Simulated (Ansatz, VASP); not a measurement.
**One calculation of LiZnF3, two programs**

```
CELL_PARAMETERS angstrom
2.62069 1.51306 4.72480
-2.62069 1.51306 4.72480
0.00000 -3.02611 4.72480
ATOMIC_POSITIONS crystal
Li 0.75000 0.75000 0.75000
Li 0.25000 0.25000 0.25000
Zn 0.50000 0.50000 0.50000
Zn 0.00000 0.00000 0.00000
F 0.10390 0.75000 0.39610
F 0.75000 0.39610 0.10390
F 0.60390 0.89610 0.25000
F 0.39610 0.10390 0.75000
F 0.89610 0.25000 0.60390
F 0.25000 0.60390 0.89610
```

Change from the starting cell: species swapped into the FeCO3 type (R-3c, No. 167).

Alike in both runs: functional PBE; k mesh 6 × 6 × 6; occupations gaussian, width 0.02 eV; no spin polarisation.

Ansatz relaxed the structure, and its values are those at the end. VASP's run is a single point on that final structure, the one shown.

```csv
,VASP,Ansatz
version,VASP 6.6.1,Ansatz 0.2.0
potentials or method,"VASP PAW PBE potentials, release 64 (Li_sv, Zn, F)","scalar-relativistic, plane waves, PAW"
plane-wave cutoff (eV),520,420
valence electrons in the cell,72,72
```

```csv
,VASP,Ansatz,Ansatz less VASP
gap on the k mesh at the Fermi level (eV),4.15,4.21,+0.061
least direct gap on the mesh (eV),4.15,4.21,+0.061
rms of the force components (eV/Å),0.008,0.000,-0.0080
```

The functional is the same, so the differences come from potentials, cutoffs and numerics.

 A k mesh can miss the band edges.
